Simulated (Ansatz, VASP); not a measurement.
## BW2 in two plane-wave programs

Wanted: the spread between two codes on one cell, functional and k mesh. The cell is taken from a series of runs on this material, whose earlier steps may have relaxed, scaled, displaced or heated it; both programs get it as it stands.

Calculated with Ansatz 0.2.0; plane waves, with VASP 6.6.1 beside it; relaxation of cell and atoms at LDA.

## (1) The starting structure

Symmetry: I4/mcm, No. 140, tetragonal system. Conventional cell: a = 5.503 Å, b = 5.503 Å, c = 4.728 Å, α = 90.00°, β = 90.00°, γ = 90.00°. Nearest to B lie 8 W at 2.36 Å and 2 B at 2.36 Å. Nearest to W lie 4 B at 2.36 Å. Farther neighbours are not listed.

## (2) VASP: relaxation of cell and atoms, LDA

The relaxed volume is the usual yardstick between codes: in a stiff, nearly cubic crystal its relative difference is about their pressure difference at one cell divided by the bulk modulus.

Lines of VASP's logs that name or quote its potential files are left out, and so is its time.

INCAR reads:

```
SYSTEM = BW2
PREC = Accurate
ENCUT = 600
EDIFF = 1E-07
NELM = 120
ISMEAR = 1
SIGMA = 0.2
LREAL = .FALSE.
ALGO = Normal
GGA = CA
NBANDS = 21
LASPH = .TRUE.
LORBIT = 11
LWAVE = .FALSE.
LCHARG = .FALSE.
ISIF = 3
IBRION = 2
NSW = 80
EDIFFG = -0.005
GGA_COMPAT = .FALSE.
NELMIN = 4
KPAR = 2
```

POSCAR reads:

```
BW2
1.0
   -2.7517330000      2.7517330000      2.3641310000
    2.7517330000     -2.7517330000      2.3641310000
    2.7517330000      2.7517330000     -2.3641310000
B W
2 4
Direct
    0.2500001057      0.2500001057      0.0000000000
    0.7500001057      0.7500001057      0.0000000000
    0.6703444702      0.1703446519      0.8406891221
    0.1703446519      0.3296553481      0.5000000000
    0.3296553481      0.8296553481      0.1593106962
    0.8296553481      0.6703446519      0.5000000000
```

KPOINTS reads:

```
Automatic mesh
0
Gamma
8 8 8
0 0 0
```

Potentials, in the order of the species: B and W (LDA family, release 64).

Launch:

```sh
> mpirun -np 2 vasp_std
```

Numbers of over 12 decimals in the logs are rounded to 6 here.

The program printed:

```text
[banner, memory and clock lines left out]
running    2 mpi-ranks, on    1 nodes
 distrk:  each k-point on    1 cores,    2 groups
 distr:  one band on    1 cores,    1 groups

 POSCAR found type information on POSCAR B W
 POSCAR found :  2 types and       6 ions
 LDA part: xc-table for (Slater(with rela. corr.)+CA(PZ))
 , standard interpolation
 POSCAR, INCAR and KPOINTS ok, starting setup
 FFT: planning ... GRIDC
 FFT: planning ... GRID_SOFT
 FFT: planning ... GRID
 WAVECAR not read
 entering main loop
       N       E                     dE             d eps       ncg     rms          rms(c)
DAV:   1     0.106082916202E+03    0.10608E+03   -0.14935E+04  2478   0.146E+03
DAV:   2    -0.656306087917E+02   -0.17171E+03   -0.16231E+03  2905   0.317E+02
DAV:   3    -0.787908352151E+02   -0.13160E+02   -0.12596E+02  3578   0.668E+01
DAV:   4    -0.790851181905E+02   -0.29428E+00   -0.29084E+00  3355   0.967E+00
DAV:   5    -0.790903143823E+02   -0.51962E-02   -0.51883E-02  3386   0.125E+00    0.516E+01
DAV:   6    -0.741323244128E+02    0.49580E+01   -0.18948E+01  3101   0.213E+01    0.225E+01
DAV:   7    -0.735889794027E+02    0.54335E+00   -0.21836E+00  3281   0.901E+00    0.672E+00
DAV:   8    -0.735113694356E+02    0.77610E-01   -0.14458E-01  3166   0.242E+00    0.446E-01
DAV:   9    -0.735070569327E+02    0.43125E-02   -0.11209E-02  3205   0.577E-01    0.130E-01
DAV:  10    -0.735066470574E+02    0.40988E-03   -0.10176E-03  3314   0.169E-01    0.371E-02
DAV:  11    -0.735066429888E+02    0.40687E-05   -0.15755E-04  3255   0.644E-02    0.226E-02
DAV:  12    -0.735066396895E+02    0.32993E-05   -0.24426E-05  3122   0.265E-02    0.421E-03
DAV:  13    -0.735066398679E+02   -0.17843E-06   -0.10421E-06  3325   0.657E-03    0.256E-03
DAV:  14    -0.735066397938E+02    0.74147E-07   -0.38005E-07  2878   0.309E-03
   1 F= -.73506640E+02 E0= -.73504805E+02  d E =-.735066E+02
[...]
2 F= -.73502539E+02 E0= -.73500513E+02  d E =0.410128E-02
[...]
3 F= -.73507469E+02 E0= -.73505583E+02  d E =-.829373E-03
 curvature:  -0.14 expect dE=-0.972E-04 dE for cont linesearch -0.218E-07
 trial: gam= 0.11325 g(F)=  0.259E-03 g(S)=  0.412E-03 ort = 0.293E-04 (trialstep = 0.858E+00)
 search vector abs. value=  0.751E-03
 bond charge predicted
       N       E                     dE             d eps       ncg     rms          rms(c)
DAV:   1    -0.735079448071E+02   -0.47572E-03   -0.46663E-02  2478   0.122E+00    0.842E-02
DAV:   2    -0.735078236707E+02    0.12114E-03   -0.64701E-04  3606   0.168E-01    0.400E-02
DAV:   3    -0.735077834772E+02    0.40193E-04   -0.11177E-04  3036   0.552E-02    0.105E-02
DAV:   4    -0.735077819058E+02    0.15714E-05   -0.15602E-05  3156   0.239E-02    0.665E-03
DAV:   5    -0.735077815163E+02    0.38951E-06   -0.15420E-06  3325   0.737E-03    0.240E-03
DAV:   6    -0.735077814627E+02    0.53658E-07   -0.12683E-07  1829   0.247E-03
   4 F= -.73507781E+02 E0= -.73505756E+02  d E =-.312296E-03
 trial-energy change:   -0.000312  1 .order   -0.000312   -0.000579   -0.000044
 step:   0.9288(harm=  0.9288)  dis= 0.00132  next Energy=   -73.507783 (dE=-0.314E-03)
 reached required accuracy - stopping structural energy minimisation
```

From OUTCAR (step 2):

```text
ion  position               nearest neighbor table
   1  0.250  0.250  0.000-   3 2.36   5 2.36   6 2.36   4 2.36   4 2.36   6 2.36   5 2.36   3 2.36

  LATTYP: Found a body centered tetragonal cell.
 ALAT       =     5.5034660000
 C/A-ratio  =     0.8591425840

 Subroutine GETGRP returns: Found 16 space group operations
 (whereof  8 operations were pure point group operations)

The static configuration has the point symmetry C_4h.
 The point group associated with its full space group is D_4h.

 Found     59 irreducible k-points:

   k-points           NKPTS =     59   k-points in BZ     NKDIM =     59   number of bands    NBANDS=     21

   dimension x,y,z NGX =    36 NGY =   36 NGZ =   36
   dimension x,y,z NGXF=    72 NGYF=   72 NGZF=   72

   ENCUT  =  600.0 eV  44.10 Ry    6.64 a.u.   9.09  9.09  9.09*2*pi/ulx,y,z

   NELECT =      30.0000    total number of electrons

 k-points in reciprocal lattice and weights: Automatic mesh
   0.00000000  0.00000000  0.00000000       0.002
   0.12500000 -0.00000000  0.00000000       0.016
   0.25000000 -0.00000000  0.00000000       0.016
   0.37500000 -0.00000000  0.00000000       0.016
   0.50000000 -0.00000000  0.00000000       0.008
   0.12500000  0.12500000  0.00000000       0.016
   0.25000000  0.12500000  0.00000000       0.031
   0.37500000  0.12500000  0.00000000       0.031
   0.50000000  0.12500000  0.00000000       0.031
[...]
-0.37500000 -0.37500000  0.37500000       0.004
   0.50000000  0.50000000  0.50000000       0.002

 average (electrostatic) potential at core
       1 -29.4261       2 -29.4261       3 -37.2179       4 -37.2179       5 -37.2179
       6 -37.2179

 E-fermi :   8.7360

 k-point     1 :       0.0000    0.0000    0.0000
  band No.  band energies     occupation
    ...
     11       5.4078      2.00000
     12       5.9571      2.00000
     13       7.0922      2.00000
     14       7.5061      2.00000
     15       8.7422      0.94711
     16       9.5155     -0.00000
     17       9.5155     -0.00000
     18      10.1284     -0.00000
     19      11.2254     -0.00000
     20      11.2254     -0.00000
    ...

 k-point     2 :       0.1250   -0.0000    0.0000
  band No.  band energies     occupation
    ...
     11       5.7314      2.00000
     12       6.3639      2.00000
     13       6.9416      2.00000
     14       7.3509      2.00000
     15       8.6480      1.67052
     16       9.3541     -0.00011
     17       9.6366     -0.00000
     18      10.5397     -0.00000
     19      11.0100     -0.00000
     20      11.1409     -0.00000
    ...

 k-point     3 :       0.2500   -0.0000    0.0000
  band No.  band energies     occupation
    ...
     11       5.7247      2.00000
     12       6.5523      2.00000
     13       6.9289      2.00000
     14       6.9893      2.00000
     15       8.3775      2.02944
     16       9.5634     -0.00000
     17      10.0251     -0.00000
     18      10.5971     -0.00000
     19      11.0933     -0.00000
     20      11.2881     -0.00000
    ...

  Total        0.0152882      0.0152882     -0.0215062      0.0000000      0.0000000      0.0000000
  in kB        0.3430363      0.3430363     -0.4825576      0.0000000      0.0000000      0.0000000
  external PRESSURE =       0.0678383 kB  Pullay stress =       0.0000000 kB

  energy-cutoff  :      600.00
  volume of cell :       71.40
      direct lattice vectors                 reciprocal lattice vectors
    -2.751619094  2.751619094  2.357701218     0.000000000  0.181711197  0.212070977
     2.751619094 -2.751619094  2.357701218     0.181711197  0.000000000  0.212070977
     2.751619094  2.751619094 -2.357701218     0.181711197  0.181711197  0.000000000

 POSITION                                       TOTAL-FORCE (eV/Angst)
 -----------------------------------------------------------------------------------
      2.75162      2.75162     -1.17885        -0.000000     -0.000000      0.000000
      0.00000      0.00000      3.53655        -0.000000     -0.000000     -0.000000
      0.93580      3.68742      0.00000         0.000396      0.000396     -0.000000
      1.81581      0.93580      0.00000        -0.000396      0.000396      0.000000
      1.81581     -0.93580      2.35770        -0.000396     -0.000396     -0.000000
      0.93580      1.81581      2.35770         0.000396     -0.000396      0.000000
 -----------------------------------------------------------------------------------
    total drift:                                0.000013     -0.000002     -0.000030

  FREE ENERGIE OF THE ION-ELECTRON SYSTEM (eV)
  ---------------------------------------------------
  free  energy   TOTEN  =       -73.5077814627 eV

  energy  without entropy=      -73.5017045890  energy(sigma->0) =      -73.50575584

 reached required accuracy - stopping structural energy minimisation

 total charge
# of ion       s       p       d       tot
------------------------------------------
    1        0.676   1.182   0.000   1.859
    2        0.676   1.182   0.000   1.859
    3        0.654   0.793   4.343   5.790
    4        0.654   0.793   4.343   5.790
    5        0.654   0.793   4.343   5.790
    6        0.654   0.793   4.343   5.790
--------------------------------------------------
tot          3.970   5.537  17.371  26.878

[... 3 further parts left out ...]
```

## (3) Ansatz: relaxation of cell and atoms, LDA

Ansatz runs on its PAW soft_1 files.

The same cell, functional (in two slightly different forms), mesh and smearing now go to Ansatz, which takes its cutoff from its data sets.

input.yaml reads:

```yaml
crystal:
  lattice:
    - [-2.7517328556, 2.7517328556, 2.3641310813]
    - [2.7517328556, -2.7517328556, 2.3641310813]
    - [2.7517328556, 2.7517328556, -2.3641310813]
  atoms:
    - { symbol: B, position: [0.25, 0.25, 0.0] }
    - { symbol: B, position: [0.75, 0.75, 0.0] }
    - { symbol: W, position: [0.6703445921, 0.1703445921, 0.8406891843] }
    - { symbol: W, position: [0.1703445921, 0.3296554079, 0.5] }
    - { symbol: W, position: [0.3296554079, 0.8296554079, 0.1593108157] }
    - { symbol: W, position: [0.8296554079, 0.6703445921, 0.5] }
kpoints:
  mp_grid: { grid: [8, 8, 8] }
hamiltonian:
  xc: lda
  pseudopotentials: { kind: paw, azcp: { folder: soft_1 }, xc_functional: pbe }
scf:
  occupations: { method: methfessel_paxton, width: 0.2 }
output:
  forces: true
  stress: true
  eigenvalues: true
relax:
  adjacent_minimum: "off"
  f_tol: 0.001
  max_steps: 60
  cell: { stress_tol: 0.01 }
```

Launch:

```sh
> ansatz run input.yaml --threads 8 --pin off --max-ram 20480MiB --backend cpu --events-out ev --progress --plain --runs-dir out
```

The program printed:

```text
Engine: ansatz 0.2.0, x86_64-unknown-linux-gnu
Pseudopotentials: kind: paw
Pseudopotential: B, paw, valence charge 3, recommended cutoff 420 eV (normal), soft_1/B.paw.azcp
Pseudopotential: W, paw, valence charge 14, recommended cutoff 420 eV (normal), soft_1/W.paw.azcp
Functional definition: SPW92
  exchange = slater_x
  correlation = pw_c
Crystal: 6 atoms, lattice volume = 71.605 Å³
Basis set: ecut = 420 eV, 1383 PW (Γ)
Bands: 38, of which v1, the nominal top of the filled ones, is band 31 counted from 1 (30 counted from 0)
Symmetry: 16 space group operations
Space group: I4/mcm (ITA 140), of the structure as read, at distance tolerance 4.2e-5 Å
k-points: 59 of 512
Non-local potential: B, projectors of the file, l = 0: 2, l = 1: 2, l = 2: 1
Non-local potential: W, projectors of the file, l = 0: 3, l = 1: 2, l = 2: 2, l = 3: 1
PAW form: soft (Blöchl's): semilocal exchange-correlation on the pseudo side does not see the compensation charge
PAW frozen core: B, regenerated for the run's functional, and the local potential with it (the file was generated under x = pbe(κ = 0.804, μ = 0.219515), c = pbe(β = 0.066725))
PAW frozen core: W, regenerated for the run's functional, and the local potential with it (the file was generated under x = pbe(κ = 0.804, μ = 0.219515), c = pbe(β = 0.066725))
PAW one-centre angular grid: B, 110 points (default); XC on 64 Gauss nodes
PAW one-centre angular grid: W, 590 points (default); XC on 64 Gauss nodes
Initial density: superposition of atomic densities (chi_scale 0.1, normalization cell, long waves kept (reshape's long-wave potential 0.00 eV rms))
Initial wavefunctions: pseudopotential atomic-orbital guess
Functional: x = slater, c = lda
SCF iter   1: F=—  HF=-40826.156569 eV  |F-HF|=—  |Δ(HF+E_count)|=         —  Δρ=8.10e-2  dr2=7.31e0  ethr=3.10e-3  ⟨swp⟩=4.6  Hψ=8543  notcnv=0
preconditioner: auto → Kerker (q_TF=auto, 2.664 Å⁻¹)  [metal: Δε(μ)=0.003 eV  Ē_g=6.976 eV  σ=0.200 eV  W_gap=0.01  n_scr=18 (ndim 8)  ℏωp=24.0 eV  f_vac=0.000  D(μ)=3.73/eV (n_scr^D=34)]
SCF iter   2: F=—  HF=-40824.454576 eV  |F-HF|=—  |Δ(HF+E_count)|=    1.70e0  S|Δr|=    0.00e0  Δρ=3.81e-2  dr2=1.38e0  ethr=3.10e-3  ⟨swp⟩=2.0  Hψ=3925  notcnv=0  defer=59
SCF iter   3: F=—  HF=-40824.024136 eV  |F-HF|=—  |Δ(HF+E_count)|=   4.30e-1  S|Δr|=    0.00e0  Δρ=6.53e-3  dr2=1.70e-2  ethr=2.22e-3  ⟨swp⟩=2.1  Hψ=3439  notcnv=0  defer=59
SCF iter   4: F=—  HF=-40824.020017 eV  |F-HF|=—  |Δ(HF+E_count)|=   4.12e-3  S|Δr|=    0.00e0  Δρ=6.73e-4  dr2=2.30e-4  ethr=2.74e-5  ⟨swp⟩=2.3  Hψ=3550  notcnv=0  defer=57
SCF iter   5: F=—  HF=-40824.019967 eV  |F-HF|=—  |Δ(HF+E_count)|=   5.07e-5  S|Δr|=    0.00e0  Δρ=8.40e-5  dr2=3.76e-6  ethr=3.70e-7  ⟨swp⟩=2.0  Hψ=3049  notcnv=0  defer=57
SCF iter   6: F=—  HF=-40824.019962 eV  |F-HF|=—  |Δ(HF+E_count)|=   4.68e-6  S|Δr|=    0.00e0  Δρ=1.42e-5  dr2=1.46e-7  ethr=6.07e-9  ⟨swp⟩=2.2  Hψ=3368  notcnv=0  defer=57
SCF iter   7: F=-40824.019962 eV  HF=-40824.019962 eV  |F-HF|=6.55e-10  |Δ(HF+E_count)|=   3.47e-8  S|Δr|=    0.00e0  Δρ=1.48e-6  dr2=1.37e-9  ethr=1.61e-10  ⟨swp⟩=9.3  Hψ=8497  notcnv=0
SCF 1 converged in 7 iterations: F = -40824.019962 eV  dr2 = 1.37e-9
  greatest PAW one-centre occupation: 0.999 electrons in one spin orbital (limit 2), on the W atom at site 5 (counted from 0), in its partial waves of l = 0
relax step   1: F+E_penalty+E_count = -40824.01996206 eV  Δ(F+E_penalty+E_count) = +0.000e0 eV  max|allowed force component| = 1.150e-2 eV/Å  Δτ_max = 0.0000 Å  P = -0.008 GPa  Ω = 71.605 Å³  (7 SCF iters, dr2 threshold 1.00e-7 eV, accepted)
[...]
relax step   3: F+E_penalty+E_count = -40824.01998586 eV  Δ(F+E_penalty+E_count) = -2.380e-5 eV  max|allowed force component| = 4.388e-4 eV/Å  Δτ_max = 0.0007 Å  P = -0.024 GPa  Ω = 71.606 Å³  energy of the carried Pulay correction = -7.415e-7 eV  (6 SCF iters, accepted)
[...]
relax step   4: F+E_penalty+E_count = -40824.01999000 eV  Δ(F+E_penalty+E_count) = -4.144e-6 eV  max|allowed force component| = 6.788e-5 eV/Å  Δτ_max = 0.0000 Å  P = +0.010 GPa  Ω = 71.600 Å³  energy of the carried Pulay correction = +3.081e-6 eV  (3 SCF iters, dr2 threshold 1.53e-9 eV, accepted)
[...]
relax step   5: F+E_penalty+E_count = -40824.01998896 eV  Δ(F+E_penalty+E_count) = +1.041e-6 eV  max|allowed force component| = 9.038e-6 eV/Å  Δτ_max = 0.0000 Å  P = +0.000 GPa  Ω = 71.602 Å³  energy of the carried Pulay correction = +1.979e-6 eV  (3 SCF iters, dr2 threshold 2.56e-10 eV, accepted)
[...]
relax step   6: F+E_penalty+E_count = -40824.01999424 eV  Δ(F+E_penalty+E_count) = -5.282e-6 eV  max|allowed force component| = 7.130e-6 eV/Å  Δτ_max = 0.0000 Å  P = +0.000 GPa  Ω = 71.602 Å³  stress off target by 2.22e-3 GPa  SCF on the basis re-selected at this cell (its energy is not comparable with the rows above)  (3 SCF iters)
basis re-selected at this cell: Δ(F+E_penalty+E_count) = -5.282e-6 eV, ΔP = -0.000 GPa vs the last step (what re-selecting the basis moved, of the pressure what is left beyond the Pulay correction that the steps carried, after the strain that the cell walked since its last selection, with what the two solves' SCF thresholds leave and, on support functions, any second-order correction that the steps lacked; it is no m [...]
SCF converged after 3 iterations
Stability not checked: this state was not tested for a lower state beside it, because cold or Methfessel-Paxton smearing, or corrected tetrahedra, fill the levels in a way that the test cannot read (fill_not_monotonic; see scf.lower_state_search)
Free energy (F): -40824.019994 eV
Harris-Foulkes:  -40824.019994 eV  (|F-HF|=2.91e-11)
Internal energy: -40824.014413 eV  (E = F + TS)
E sigma→0 (E₀):  -40824.018599 eV
Entropy (-TS):   -0.005581 eV (-0.930 meV/atom)
Fermi energy:    21.896347 eV
--- Per-component energies (eV) ---
  E_band       = -285.428759
  E_kinetic    = 1797.490603
  E_local      = -2248.168176  (includes V_loc(G=0)·N_el)
  E_nonlocal   = -62.276085
  E_hartree    = 957.056107
  E_xc         = -1134.016604
  E_vxc        = -1009.789455  (∫ρ·V_xc dr)
  E_paw        = -33443.102233  (= ΣΔE_a)
  E_vpaw       = -676.798468  (= ΣTr[D̂ρ^β])
  E_aug_tail   = 0.000620  (compensation charges beyond the density's cutoff)
  E_ewald      = -6692.223311
  E_core_change = 1.224666  (= ΣΔE_core)
  E_smearing   = -0.005581  (= −TS)
  E_closure    = 0.000000  (closes the sum)
  Σ components = -40824.019994   (vs F -40824.019994, Δ=0.00e0)
--- Forces (eV/Å), atoms counted from 1 ---
  atom   1  B     -0.00000000     0.00000000     0.00000000
  atom   2  B     -0.00000000    -0.00000000     0.00000000
  atom   3  W      0.00000713     0.00000713     0.00000000
  atom   4  W     -0.00000713     0.00000713    -0.00000000
  atom   5  W     -0.00000713    -0.00000713     0.00000000
  atom   6  W      0.00000713    -0.00000713    -0.00000000
  max |Σ_I F_I| component: 4.16e-17 eV/Å
--- Stress (GPa, compression-positive) ---
       -0.001077       0.000000      -0.000000
        0.000000      -0.001077       0.000000
        0.000000       0.000000       0.002221
  P = ⅓ Tr σ = 0.0000 GPa (0.000 kbar)
--- Band table (eV; the first three rows and the last of 59) ---
  k-point 0: bands = [... 27 lower, 19.1453, 20.2322, 20.6549, 21.9041, 22.7023, 22.7023, 23.2932, 24.3824, ... 3 higher]
  k-point 1: bands = [... 27 lower, 19.1108, 20.3497, 20.6990, 21.8671, 22.2107, 22.3856, 23.7759, 24.4365, ... 3 higher]
  k-point 2: bands = [... 27 lower, 18.8508, 20.6353, 21.0823, 21.6547, 21.7162, 21.7790, 24.2915, 24.4819, ... 3 higher]
  k-point 58: bands = [... 27 lower, 19.9320, 19.9320, 20.0416, 20.7226, 21.8542, 21.8542, 22.1284, 23.1864, ... 3 higher]
--- Relaxed structure (5 steps of the walk, 4 accepted, 1 SCFs on fresh bases) ---
  F+E_penalty+E_count = -40824.01999424 eV   max|allowed force component| = 7.130e-6 eV/Å   (the final SCF, on the basis selected at the relaxed cell)
  cell:  # Å, volume = 71.6017 Å³
    - [-2.751987, 2.751987, 2.363580]
    - [2.751987, -2.751987, 2.363580]
    - [2.751987, 2.751987, -2.363580]
  atoms:
    - { symbol: B, position: [0.25, 0.25, 0] }
    - { symbol: B, position: [0.750000, 0.750000, 0] }
    - { symbol: W, position: [0.670257, 0.170257, 0.840515] }
    - { symbol: W, position: [0.170257, 0.329743, 0.500000] }
    - { symbol: W, position: [0.329743, 0.829743, 0.159485] }
    - { symbol: W, position: [0.829743, 0.670257, 0.500000] }
```

Reading the cycles: dr2 is the Hartree energy of the density residual (eV), the measure of convergence; HF is the Harris–Foulkes estimate of the energy, which meets the free energy F at convergence.

## (4) Differences

Known differences besides the potentials themselves: the two LDA forms differ slightly; the data sets hold 62 valence electrons in Ansatz (on its PAW soft_1 files) and 30 in VASP; the cutoff is 420 eV in Ansatz and 600 eV in VASP; VASP's log shows a relativistic correction to its local exchange, Ansatz's none; Ansatz adds a Pulay correction to the stress that steers its cell, VASP none. Total energies have different zeros and are not compared.

Compared:

| quantity | Ansatz | VASP | difference |
| --- | --- | --- | --- |
| volume (Å³) | 71.60 | 71.40 | +0.28 % |
| edge a after relaxation, in the typed setting (Å) | 4.553 | 4.550 | +0.08 % |

## (5) Results

```json
{
 "difference in volume (relaxation of cell and atoms, LDA)": "0.28 %"
}
```

What this shows: The difference in volume is 0.28 % (relaxation of cell and atoms, LDA), within the 1.2 % picked in this series as the mark of a large difference, as far as the stopping tolerances let one tell. The data sets hold unlike numbers of valence electrons (62 in Ansatz and 30 in VASP), so part of the differences comes from the potentials. Such differences can come from data sets, numerical settings and the points named under the comparisons, not from the functional's error against experiment.

[Lines on the potential files, build, host, timing and source positions are cut from VASP's logs without a mark.]

[Logs are printed without paths, hosts, clocks, repeated set-up lines and the standing remarks that a program may print on its own settings, such as how far it seeks lower states.]

[Hosts, paths, dates, database ids (printed as entryN), source tags and the programs' standing remarks are cut or masked in the printed files.]
